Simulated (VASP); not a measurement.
OAlClH2, in a box:

```
CELL_PARAMETERS angstrom
13.00000 0.00000 0.00000
0.00000 13.00000 0.00000
0.00000 0.00000 11.00000
ATOMIC_POSITIONS crystal
O 0.43045 0.54093 0.45663
Al 0.54900 0.52662 0.51590
Cl 0.60161 0.37968 0.56365
H 0.38358 0.48555 0.44253
H 0.61842 0.62355 0.53450
```

Base run:

- Program: VASP 6.6.1
- Functional: PBE
- Dispersion: TS
- Potentials or basis: VASP PAW PBE potentials, release 64 (O, Al, Cl, H)
- Cutoff: 520 eV
- k mesh: 1 × 1 × 1
- Occupations: gaussian, width 0.01 eV
- Spin: no spin polarisation

Its results: gap between the frontier levels 6.12 eV; largest force 0.595 eV/Å.

The run is repeated on the same cell with these changes: functional from PBE to PBE0; further incar settings from ALGO = Normal; EDIFF = 1e-07 to ALGO = Normal; EDIFF = 1e-06. What comes out?

Gap between the frontier levels 8.29 eV; largest force 0.085 eV/Å.

Caveats: the PAW data sets were made with another functional, which shifts forces and pressure a little (some runs).

A k mesh can miss the band edges.

Not every run made on this cell is shown here.
